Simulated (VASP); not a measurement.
Consider the following.

```
CaCsH3
1.0
    4.62119     0.00000     0.00000
    0.00000     4.62119     0.00000
    0.00000     0.00000     4.62119
Cs Ca H
1 1 3
Direct
  0.00000   0.00000   0.00000
  0.50000   0.50000   0.50000
  0.50000   0.00000   0.50000
  0.00000   0.50000   0.50000
  0.50000   0.50000   0.00000
```

These are PBEsol GGA, VASP's PBE PAW potentials (set 64) (plane waves; VASP 6.6.1) values and carry that method's errors. Settings: 300 eV cut-off, 6×6×6 Γ-centred mesh, Fermi-Dirac smearing of 0.010 eV, potentials Cs_sv Ca_sv H.

At this cut-off the stress carries a Pulay error, which pulls relaxed volumes low.

Problem. Give the stress tensor in GPa (positive for a compressed cell).

Solution. 
```
-1.83   0.00   0.00
 0.00  -1.83   0.00
 0.00   0.00  -1.83
```
The pressure is its mean diagonal, -1.83 GPa.

The structure comes from a computed database's CsCaH3 entry (Pm-3m); how it stands against other phases isn't given here. The cell was not relaxed at this level.
